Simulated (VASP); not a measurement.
VASP ran on this input.

**INCAR**
```
SYSTEM = CdSe
PREC = Accurate; ENCUT = 520; LREAL = .FALSE.
LASPH = .TRUE.
EDIFF = 1E-6; NELM = 100; ALGO = Normal
LMAXMIX = 4
ISMEAR = 0; SIGMA = 0.05
GGA = PE; IVDW = 12
IBRION = 2; NSW = 60; ISIF = 3
EDIFFG = -0.01
LWAVE = .FALSE.; LCHARG = .FALSE.
```

### POSCAR
```
CdSe
1.0
  0.0000000000   3.0250000000   3.0250000000
  3.0250000000   0.0000000000   3.0250000000
  3.0250000000   3.0250000000   0.0000000000
Cd Se
1 1
Cartesian
  0.0000000000   0.0000000000   0.0000000000
  1.5125000000   1.5125000000   1.5125000000
```

KPOINTS:
```
kpoints
0
Gamma
 7 7 7
```

POTCAR, in this order: Cd Se (PBE.64 set). Program: vasp_std.

**Question.** Translate this PBE-D3(BJ) calculation to Quantum ESPRESSO's pw.x.

**Answer.** One equivalent input (not run):
```
&CONTROL
  calculation = 'vc-relax'
  pseudo_dir = './pseudo'
  outdir = './out'
  tprnfor = .true.
  tstress = .true.
  nstep = 60
  forc_conv_thr = 0.00039
/
&SYSTEM
  ibrav = 0
  nat = 2
  ntyp = 2
  ecutwfc = 102
  occupations = 'smearing'
  smearing = 'gaussian'
  degauss = 0.003675
  input_dft = 'pbe'
  vdw_corr = 'grimme-d3'
  dftd3_version = 4
  dftd3_threebody = .false.
/
&ELECTRONS
  conv_thr = 7.3e-08
  electron_maxstep = 100
/
&IONS
/
&CELL
/
ATOMIC_SPECIES
  Cd 112.414 Cd.upf
  Se 78.971 Se.upf
CELL_PARAMETERS angstrom
     0.0000000    3.0250000    3.0250000
     3.0250000    0.0000000    3.0250000
     3.0250000    3.0250000    0.0000000
ATOMIC_POSITIONS crystal
  Cd   0.0000000  0.0000000  0.0000000
  Se   0.2500000  0.2500000  0.2500000
K_POINTS automatic
  7 7 7 0 0 0
```
The two are equivalent in intent, not identical: the potentials are each code's own (VASP's PAW set, PseudoDojo norm-conserving files in pw.x), so ENCUT and ecutwfc are chosen apart and not converted; conv_thr bounds pw.x's estimated SCF error, while EDIFF bounds the energy change between steps; forc_conv_thr acts on force components and is met together with etot_conv_thr.

The compound is CdSe in the zinc blende structure, whereas wurtzite is the usual form. This run relaxes it. Symmetry was kept, so distortions that lower it aren't found.
